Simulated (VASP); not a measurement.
Here is the system:

```
Nb3Sn
1.0
    5.31237     0.00000     0.00000
    0.00000     5.31237     0.00000
    0.00000     0.00000     5.31237
Nb Sn
6 2
Cartesian
  1.32809   0.00000   2.65618
  2.65618   1.32809   0.00000
  2.65618   3.98428   0.00000
  3.98428   0.00000   2.65618
  0.00000   2.65618   3.98428
  0.00000   2.65618   1.32809
  2.65618   2.65618   2.65618
  0.00000   0.00000   0.00000
```

These are PBE GGA, VASP's PBE PAW potentials (set 64) (plane waves; VASP) values and carry that method's errors. Settings: 400 eV cut-off, Gaussian smearing of 0.050 eV, potentials Nb_sv Sn_d.

### Question
Give the energies of bands 46 to 59 at the high-symmetry points, in eV from the Fermi level.

### Answer

```
band      Γ      X      M      R
----  -----  -----  -----  -----
46    -1.81  -1.36  -1.78  -1.34
47    -1.81  -1.03  -1.50  -1.34
48    -1.81  -1.03  -0.84  -1.34
49    -1.32  -0.96   0.11   0.07
50    -0.52  -0.96   0.11   0.07
51    -0.52  -0.80   0.19   0.07
52    -0.52  -0.80   0.20   0.07
53    -0.04  -0.36   0.20   0.13
54    -0.04  -0.36   0.60   0.13
55     2.36   1.51   0.64   0.13
56     2.36   1.51   0.64   0.13
57     2.36   2.17   0.77   0.13
58     2.40   2.17   0.93   0.13
59     3.42   2.68   1.17   2.48
```

It has no gap at this level: it comes out as a metal or semimetal.

The compound is Nb3Sn in the A15 structure. It was relaxed first.
